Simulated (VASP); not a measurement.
# BiSbS4 (I-4) in VASP: density of states with PBE

Aim: the density of states of BiSbS4 with PBE.

All numbers are computed with VASP 6.6.1; they aren't measurements. Logs are shortened: lines on timing, memory, paths and dates and some standing lists are left out, and cuts for length are marked.

## Step 1: Starting point

It takes space group I-4 (No. 82, tetragonal). The conventional cell has a = 6.526 Å, b = 6.526 Å, c = 9.721 Å, α = 90.00°, β = 90.00°, γ = 90.00°. Around Sb (site symmetry -4) lie 4 S at 2.37 Å. Bi (site symmetry -4) is surrounded by 4 S at 2.74 Å. S (site symmetry 1) has 1 Sb at 2.37 Å as nearest neighbours.

The cell was built by a generator and needn't be a form met in nature.

## Step 2: Density of states, PBE

Contents of POSCAR:

```
BiSbS4                                  
1.0
   -3.2632425286      3.2632426016      4.8607419153
    3.2632425286     -3.2632426016      4.8607419153
    3.2632426016      3.2632425286     -4.8607419153
  Sb              Bi              S             
     1     1     4
Direct
     0.0000000000000000    0.0000000000000000    0.0000000000000000
     0.2500000000000000    0.7500000000000000    0.5000000000000000
     0.0710734437437698    0.1045977323177592    0.4342256971190315
     0.6703720351987135    0.6368477466247382    0.5657743028809685
     0.3631522533752617    0.9289265562562302    0.0335242885739752
     0.8954022676822406    0.3296279648012865    0.9664757114260246
```

Contents of INCAR.step1:

```
SYSTEM = BiSbS4
PREC = Accurate ; ENCUT = 520
EDIFF = 1E-7 ; ISMEAR = 0
SIGMA = 0.03 ; LREAL = .FALSE.
LASPH = .TRUE. ; NELM = 60
ALGO = Normal ; ISIF = 2
LWAVE = .FALSE. ; LCHARG = .TRUE.
GGA = PE ; KPAR = 4
```

Contents of KPOINTS.step1:

```
Automatic mesh
0
G
  6 6 6
  0 0 0
```

Contents of INCAR.step2:

```
SYSTEM = BiSbS4
PREC = Accurate ; ENCUT = 520
EDIFF = 1E-7 ; ISMEAR = -5
SIGMA = 0.03 ; LREAL = .FALSE.
LASPH = .TRUE. ; NELM = 60
ALGO = Normal ; ISIF = 2
LWAVE = .FALSE. ; LCHARG = .FALSE.
GGA = PE ; LORBIT = 11
KPAR = 4 ; NEDOS = 2001
ICHARG = 11
```

Contents of KPOINTS.step2:

```
Automatic mesh
0
G
  9 9 9
  0 0 0
```

Potentials or basis: VASP PAW PBE potentials, release 64 (Sb, Bi_d, S).

Started as:

```sh
$ cat potpaw_PBE.64/Sb/POTCAR potpaw_PBE.64/Bi_d/POTCAR potpaw_PBE.64/S/POTCAR > POTCAR
$ cp INCAR.step1 INCAR
$ cp KPOINTS.step1 KPOINTS
$ mpirun -np 4 vasp_std > vasp.out
$ cp INCAR.step2 INCAR
$ cp KPOINTS.step2 KPOINTS
$ mpirun -np 4 vasp_std > vasp.out
```

OUTCAR:

```text
SYSTEM = BiSbS4
   PREC = Accurate
   ENCUT = 520
   EDIFF = 1E-7
   ISMEAR = -5
   LREAL = .FALSE.
   LASPH = .TRUE.
   NELM = 60
   ISIF = 2
   GGA = PE
   LORBIT = 11
   ICHARG = 11

 ion  position               nearest neighbor table
   1  0.000  0.000  0.000-   3 2.37   4 2.37   5 2.37   6 2.37
   2  0.250  0.750  0.500-   5 2.74   4 2.74   6 2.74   3 2.74
   3  0.071  0.105  0.434-   1 2.37   2 2.74
   4  0.670  0.637  0.566-   1 2.37   2 2.74
   5  0.363  0.929  0.034-   1 2.37   2 2.74
   6  0.895  0.330  0.966-   1 2.37   2 2.74

  LATTYP: Found a body centered tetragonal cell.
 ALAT       =     6.5264851302
 C/A-ratio  =     1.4895435501

  Lattice vectors:

 A1 = (  -3.2632425286,   3.2632426016,   4.8607419153)
 A2 = (   3.2632425286,  -3.2632426016,   4.8607419153)
 A3 = (   3.2632426016,   3.2632425286,  -4.8607419153)

Analysis of symmetry for initial positions (statically):
=====================================================================
 Subroutine PRICEL returns:
 Original cell was already a primitive cell.

 Routine SETGRP: Setting up the symmetry group for a
 body centered tetragonal supercell.

 Subroutine GETGRP returns: Found  4 space group operations
 (whereof  4 operations were pure point group operations)
 out of a pool of 16 trial point group operations.

The static configuration has the point symmetry S_4 .

Analysis of symmetry for dynamics (positions and initial velocities):
=====================================================================
 Subroutine PRICEL returns:
 Original cell was already a primitive cell.

 Routine SETGRP: Setting up the symmetry group for a
 body centered tetragonal supercell.

 Subroutine GETGRP returns: Found  4 space group operations
 (whereof  4 operations were pure point group operations)
 out of a pool of 16 trial point group operations.

The dynamic configuration has the point symmetry S_4 .

 Subroutine INISYM returns: Found  4 space group operations
 (whereof  4 operations are pure point group operations),
 and found     1 'primitive' translations

----------------------------------------------------------------------------------------

                                     Primitive cell

  volume of cell :     207.0433

  direct lattice vectors                    reciprocal lattice vectors
    -3.263242529  3.263242602  4.860741915     0.000000002  0.153221831  0.102864955
     3.263242529 -3.263242602  4.860741915     0.153221831 -0.000000002  0.102864955
     3.263242602  3.263242529 -4.860741915     0.153221832  0.153221829  0.000000000

  length of vectors
     6.702560410  6.702560410  6.702560410     0.184548445  0.184548445  0.216688391

  position of ions in fractional coordinates (direct lattice)
     0.000000000  0.000000000  0.000000000
     0.250000000  0.750000000  0.500000000
     0.071073444  0.104597732  0.434225697
     0.670372035  0.636847747  0.565774303
     0.363152253  0.928926556  0.033524289
     0.895402268  0.329627965  0.966475711

  ion indices of the primitive-cell ions
   primitive index   ion index
                 1           1
                 2           2
                 3           3
                 4           4
                 5           5
                 6           6

----------------------------------------------------------------------------------------

 KPOINTS: Automatic mesh

Automatic generation of k-mesh.
 Grid dimensions read from file:
 generate k-points for:    9    9    9

 Generating k-lattice:

  Cartesian coordinates                     Fractional coordinates (reciprocal lattice)
     0.000000000  0.017024648  0.011429439     0.111111111 -0.000000000  0.000000000
     0.017024648 -0.000000000  0.011429439    -0.000000000  0.111111111  0.000000000
     0.017024648  0.017024648  0.000000000     0.000000000 -0.000000000  0.111111111

  Length of vectors
     0.020505383  0.020505383  0.024076488

  Shift w.r.t. Gamma in fractional coordinates (k-lattice)
     0.000000000  0.000000000  0.000000000

 TETIRR: Found   1776 inequivalent tetrahedra from     4374

 Subroutine IBZKPT returns following result:
 ===========================================

 Found    105 irreducible k-points:

 Following reciprocal coordinates:
            Coordinates               Weight
  0.000000  0.000000  0.000000      1.000000
  0.111111 -0.000000 -0.000000      8.000000
  0.222222 -0.000000 -0.000000      8.000000
  0.333333 -0.000000  0.000000      8.000000
  0.444444 -0.000000 -0.000000      8.000000
  0.111111  0.111111 -0.000000      8.000000
[... 16 lines left out ...]
  0.444444  0.222222  0.000000      8.000000
 -0.222222 -0.444444  0.000000      8.000000
 [... further k-points ...]
   k-points           NKPTS =    105   k-points in BZ     NKDIM =    105   number of bands    NBANDS=     26
   number of dos      NEDOS =   2001   number of ions     NIONS =      6
   total plane-waves  NPLWV = 125000
   dimension x,y,z NGX =    50 NGY =   50 NGZ =   50
   dimension x,y,z NGXF=   100 NGYF=  100 NGZF=  100
   ions per type =               1   1   4
   NGX,Y,Z   is equivalent  to a cutoff of  12.40, 12.40, 12.40 a.u.
   NGXF,Y,Z  is equivalent  to a cutoff of  24.80, 24.80, 24.80 a.u.
 SYSTEM =  BiSbS4
   PREC   = accura    normal or accurate (medium, high low for compatibility)
   ISTART =      0    job   : 0-new  1-cont  2-samecut
   ICHARG =     11    charge: 1-file 2-atom 10-const
   ISPIN  =      1    spin polarized calculation?
   LNONCOLLINEAR =      F non collinear calculations
   LSORBIT =      F    spin-orbit coupling
   LASPH  =      T    aspherical Exc in radial PAW
   ENCUT  =  520.0 eV  38.22 Ry    6.18 a.u.  12.46 12.46 12.46*2*pi/ulx,y,z
   NELM   =     60;   NELMIN=  2; NELMDL=  0     # of ELM steps
   EDIFF  = 0.1E-06   stopping-criterion for ELM
   LREAL  =      F    real-space projection
   EDIFFG = 0.1E-05   stopping-criterion for IOM
   NSW    =      0    number of steps for IOM
   IBRION =     -1    ionic relax: 0-MD 1-quasi-New 2-CG
   NFREE  =      0    steps in history (QN), initial steepest desc. (CG)
   ISIF   =      2    stress and relaxation
   ISYM   =      2    0-nonsym 1-usesym 2-fastsym
   POTIM  = 0.5000    time-step for ionic-motion
   TEBEG  =    0.0;   TEEND  =   0.0 temperature during run
   PSTRESS=    0.0 pullay stress
   NELECT =      44.0000    total number of electrons
   NUPDOWN=      -1.0000    fix difference up-down
   EMIN   =  10.00;   EMAX   =-10.00  energy-range for DOS
   EFERMI =   0.00;   METHOD = LEGACY
   ISMEAR =    -5;   SIGMA  =   0.03  broadening in eV -4-tet -1-fermi 0-gaus
   EFERMI_NEDOS =   21; number of points for ismear=-14 and -15
   IALGO  =     38    algorithm
   IMIX   =      4    mixing-type and parameters
     AMIX     =   0.40;   BMIX     =  1.00
     AMIX_MAG =   1.60;   BMIX_MAG =  1.00
  volume/ion in A,a.u.               =      34.51       232.87
  Fermi-wavevector in a.u.,A,eV,Ry     =   0.976949  1.846166 12.985804  0.954430
  Thomas-Fermi vector in A             =   2.107608
   LORBIT       =     11    0 simple, 1 ext, 2 COOP (PROOUT), +10 PAW based schemes
   GGA     = PE    functional components
   LHFCALC =     F    Hartree Fock is set to
   AEXX    =    0.0000 exact exchange contribution
   IVDW    =     0    specifies the selected vdW correction
   LEPSILON=     F    determine dielectric tensor
   LRPA    =     F    only Hartree local field effects (RPA)
 non-spin polarized calculation
 Fermi weights with tetrahedron method with Bloechl corrections
  energy-cutoff  :      520.00
  volume of cell :      207.04
 maximum number of plane-waves:      5611
 NGX is ok and might be reduce to    50

 number of electron      44.0000003 magnetization

 Free energy of the ion-electron system (eV)
  ---------------------------------------------------
  ext. energy  EPLUGINS =         0.00000000
  ---------------------------------------------------
  free energy    TOTEN  =       -24.74512650 eV

  energy without entropy =      -24.74512650  energy(sigma->0) =      -24.74512650

 E-fermi :   1.6436     XC(G=0):  -7.6665

 val. band max:        1.6404428964   @ k =  -0.2222   0.2222   0.1111
 cond. band min:       3.0926834773   @ k =  -0.4444  -0.4444   0.4444
 fundamental gap:      1.4522405809
 Fermi energy:         1.6436405750

 k-point     1 :       0.0000    0.0000    0.0000
  band No.  band energies     occupation
      1     -21.2057      2.00000
      2     -21.2001      2.00000
      3     -21.2001      2.00000
      4     -21.1750      2.00000
      5     -21.1485      2.00000
      6     -12.1034      2.00000
[... 18 lines left out ...]
     25       4.7873      0.00000
     26       4.7880      0.00000

 k-point     2 :       0.1111   -0.0000   -0.0000
  band No.  band energies     occupation
      1     -21.2057      2.00000
      2     -21.2001      2.00000
      3     -21.2001      2.00000
      4     -21.1750      2.00000
      5     -21.1485      2.00000
      6     -12.0777      2.00000
[... 18 lines left out ...]
     25       4.7066      0.00000
     26       4.7982      0.00000

 k-point     3 :       0.2222   -0.0000   -0.0000
  band No.  band energies     occupation
      1     -21.2057      2.00000
      2     -21.2001      2.00000
      3     -21.2001      2.00000
      4     -21.1750      2.00000
      5     -21.1485      2.00000
      6     -12.0062      2.00000
[... 18 lines left out ...]
     25       4.5438      0.00000
     26       4.8255      0.00000

 k-point     4 :       0.3333   -0.0000    0.0000
  band No.  band energies     occupation
      1     -21.2057      2.00000
      2     -21.2001      2.00000
      3     -21.2001      2.00000
      4     -21.1750      2.00000
      5     -21.1485      2.00000
      6     -11.9096      2.00000
[... 18 lines left out ...]
     25       4.4130      0.00000
     26       4.8703      0.00000

 k-point     5 :       0.4444   -0.0000   -0.0000
  band No.  band energies     occupation
      1     -21.2057      2.00000
      2     -21.2001      2.00000
      3     -21.2000      2.00000
      4     -21.1750      2.00000
      5     -21.1485      2.00000
      6     -11.8326      2.00000
[... 18 lines left out ...]
     25       4.3372      0.00000
     26       4.9224      0.00000

 k-point     6 :       0.1111    0.1111   -0.0000
  band No.  band energies     occupation
      1     -21.2057      2.00000
      2     -21.2001      2.00000
      3     -21.2001      2.00000
      4     -21.1750      2.00000
      5     -21.1485      2.00000
      6     -12.0361      2.00000
[... 427 lines left out ...]
 k-point    21 :       0.3333    0.2222    0.0000
  band No.  band energies     occupation
      1     -21.2057      2.00000
      2     -21.2001      2.00000
      3     -21.2000      2.00000
      4     -21.1750      2.00000
      5     -21.1485      2.00000
      6     -11.7883      2.00000
[... 18 lines left out ...]
     25       4.5034      0.00000
     26       4.7628      0.00000

 k-point    22 :      -0.2222   -0.3333    0.0000
  band No.  band energies     occupation
      1     -21.2057      2.00000
      2     -21.2001      2.00000
      3     -21.2000      2.00000
      4     -21.1750      2.00000
      5     -21.1485      2.00000
      6     -11.7883      2.00000
[... 18 lines left out ...]
     25       4.4464      0.00000
     26       4.8456      0.00000

 k-point    23 :       0.4444    0.2222    0.0000
  band No.  band energies     occupation
      1     -21.2057      2.00000
      2     -21.2001      2.00000
      3     -21.2000      2.00000
      4     -21.1750      2.00000
      5     -21.1485      2.00000
      6     -11.7589      2.00000
[... 18 lines left out ...]
     25       4.5203      0.00000
     26       4.9296      0.00000

 k-point    24 :      -0.2222   -0.4444    0.0000
  band No.  band energies     occupation
      1     -21.2057      2.00000
      2     -21.2001      2.00000
      3     -21.2000      2.00000
      4     -21.1750      2.00000
      5     -21.1485      2.00000
      6     -11.7583      2.00000
[... 18 lines left out ...]
     25       4.4304      0.00000
     26       5.0248      0.00000

 [... further k-points ...]

------------------------ aborting loop because EDIFF is reached ----------------------------------------

  FORCE on cell =-STRESS in cart. coord.  units (eV):
  Direction    XX          YY          ZZ          XY          YZ          ZX
  --------------------------------------------------------------------------------------
  -------------------------------------------------------------------------------------
  Total        0.0011461      0.0011461      0.0043766     -0.0000000     -0.0000000      0.0000000
  in kB        0.0088686      0.0088686      0.0338681     -0.0000001     -0.0000000      0.0000000
  external PRESSURE =       0.0172018 kB  Pullay stress =       0.0000000 kB

 VOLUME and BASIS-vectors are now :
 -----------------------------------------------------------------------------
  energy-cutoff  :      520.00
  volume of cell :      207.04
      direct lattice vectors                 reciprocal lattice vectors
    -3.263242529  3.263242602  4.860741915     0.000000002  0.153221831  0.102864955
     3.263242529 -3.263242602  4.860741915     0.153221831 -0.000000002  0.102864955
     3.263242602  3.263242529 -4.860741915     0.153221832  0.153221829  0.000000000

 POSITION                                       TOTAL-FORCE (eV/Angst)
 -----------------------------------------------------------------------------------
      0.00000      0.00000      0.00000         0.000000     -0.000000     -0.000000
      3.26324     -0.00000      2.43037        -0.000000     -0.000000     -0.000000
      1.52638      1.30759     -1.25677        -0.002243      0.003862     -0.001464
      1.73686      1.95566      3.60398         0.002243     -0.003862     -0.001464
      1.95566     -1.73686      6.11751        -0.003862     -0.002243      0.001464
      1.30759      5.00010      1.25677         0.003862      0.002243      0.001464
 -----------------------------------------------------------------------------------
    total drift:                               -0.000935      0.000785      0.000099

  FREE ENERGIE OF THE ION-ELECTRON SYSTEM (eV)
  ---------------------------------------------------
  free  energy   TOTEN  =       -24.7451264958 eV

  energy  without entropy=      -24.7451264958  energy(sigma->0) =      -24.74512650

 total charge

# of ion       s       p       d       tot
------------------------------------------
    1        1.073   1.156   0.136   2.364
    2        1.641   1.005   9.946  12.592
    3        1.370   2.301   0.000   3.672
    4        1.370   2.301   0.000   3.672
    5        1.370   2.301   0.000   3.672
    6        1.370   2.301   0.000   3.672
--------------------------------------------------
tot          8.195  11.366  10.082  29.643
```

It took 2.6 min on 4 MPI ranks of AMD EPYC 9R45 (Zen 5), shared host; peak memory 0.7 GiB.

What came out:

```
Valence electrons inside the program's atomic spheres : Sb 2.36; Bi 12.59; S 3.67
```

Levels at points of the mesh, in eV from the valence-band top:
```tsv
k point	band 20	band 21	band 22	band 23	band 24	band 25
(0.00, 0.00, 0.00)	-0.90	-0.64	-0.37	1.95	1.95	3.15
```

States per cell in windows of 0.5 eV (zero at the valence-band top; states under -8 eV left out):
| from (eV) | total | S3_p | S4_p | S5_p | S6_p | Bi2_p | Sb1_p |
| --- | --- | --- | --- | --- | --- | --- | --- |
| -8.0 | 1.18 | 0.03 | 0.03 | 0.03 | 0.03 | 0.02 | 0.00 |
| -7.5 | 0.84 | 0.02 | 0.02 | 0.02 | 0.02 | 0.01 | 0.00 |
| -7.0 | 0.00 | 0.00 | 0.00 | 0.00 | 0.00 | 0.00 | 0.00 |
| -6.5 | 0.00 | 0.00 | 0.00 | 0.00 | 0.00 | 0.00 | 0.00 |
| -6.0 | 0.00 | 0.00 | 0.00 | 0.00 | 0.00 | 0.00 | 0.00 |
| -5.5 | 0.00 | 0.00 | 0.00 | 0.00 | 0.00 | 0.00 | 0.00 |
| -5.0 | 0.00 | 0.00 | 0.00 | 0.00 | 0.00 | 0.00 | 0.00 |
| -4.5 | 2.22 | 0.17 | 0.17 | 0.17 | 0.17 | 0.14 | 0.28 |
| -4.0 | 2.53 | 0.20 | 0.20 | 0.20 | 0.20 | 0.08 | 0.35 |
| -3.5 | 1.32 | 0.11 | 0.11 | 0.11 | 0.11 | 0.01 | 0.21 |
| -3.0 | 1.86 | 0.15 | 0.15 | 0.15 | 0.15 | 0.22 | 0.03 |
| -2.5 | 3.60 | 0.33 | 0.33 | 0.33 | 0.33 | 0.38 | 0.08 |
| -2.0 | 0.93 | 0.09 | 0.09 | 0.09 | 0.09 | 0.07 | 0.01 |
| -1.5 | 3.67 | 0.43 | 0.43 | 0.43 | 0.43 | 0.02 | 0.02 |
| -1.0 | 3.86 | 0.48 | 0.48 | 0.48 | 0.48 | 0.02 | 0.01 |
| -0.5 | 2.04 | 0.26 | 0.26 | 0.26 | 0.26 | 0.01 | 0.00 |
| 0.0 | 0.00 | 0.00 | 0.00 | 0.00 | 0.00 | 0.00 | 0.00 |
| 0.5 | 0.00 | 0.00 | 0.00 | 0.00 | 0.00 | 0.00 | 0.00 |
| 1.0 | 0.01 | 0.00 | 0.00 | 0.00 | 0.00 | 0.00 | 0.00 |
| 1.5 | 2.02 | 0.17 | 0.17 | 0.17 | 0.17 | 0.13 | 0.01 |
| 2.0 | 2.14 | 0.11 | 0.11 | 0.11 | 0.11 | 0.55 | 0.03 |
| 2.5 | 2.19 | 0.09 | 0.09 | 0.09 | 0.09 | 0.53 | 0.09 |
| 3.0 | 1.32 | 0.07 | 0.07 | 0.07 | 0.07 | 0.31 | 0.05 |
| 3.5 | 0.38 | 0.02 | 0.02 | 0.02 | 0.02 | 0.07 | 0.03 |
| 4.0 | 0.00 | 0.00 | 0.00 | 0.00 | 0.00 | 0.00 | 0.00 |
| 4.5 | 0.00 | 0.00 | 0.00 | 0.00 | 0.00 | 0.00 | 0.00 |

Caveat: spin-orbit coupling is left out, which moves the levels of the heavy elements.
